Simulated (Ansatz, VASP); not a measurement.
Ta3I in VASP and in Ansatz

```xyz
8
Lattice="5.3384 0.0000 0.0000 0.0000 5.3384 0.0000 0.0000 0.0000 5.3384" Properties=species:S:1:pos:R:3 pbc="T T T"
Ta    1.3346    0.0000    2.6692
Ta    4.0038    0.0000    2.6692
Ta    0.0000    2.6692    1.3346
Ta    0.0000    2.6692    4.0038
Ta    2.6692    4.0038    0.0000
Ta    2.6692    1.3346    0.0000
I     0.0000    0.0000    0.0000
I     2.6692    2.6692    2.6692
```

Change from the starting cell: species swapped into the Ta3Sb type (Pm-3n, No. 223).

Alike in both runs: functional PBE; k mesh 8 × 8 × 8; occupations gaussian, width 0.1 eV; no spin polarisation.

Ansatz relaxed the structure, and its values are those at the end. VASP's run is a single point on that final structure, the one shown.

|  | VASP | Ansatz |
| --- | --- | --- |
| version | VASP 6.6.1 | Ansatz 0.2.0 |
| potentials or method | VASP PAW PBE potentials, release 64 (Ta_pv, I) | scalar-relativistic, plane waves, PAW |
| plane-wave cutoff (eV) | 520 | 420 |
| valence electrons in the cell | 80 | 112 |

```tsv
	VASP	Ansatz	Ansatz less VASP
gap on the k mesh at the Fermi level (eV)	none	none	-
pressure (GPa)	0.0	0.0	-0.05
```

A gap of «none» marks a metal or a gap that the smearing closes. The two sets of potentials don't hold the same shells in valence.

Spin-orbit coupling is left out, which matters for the levels of I, Ta.
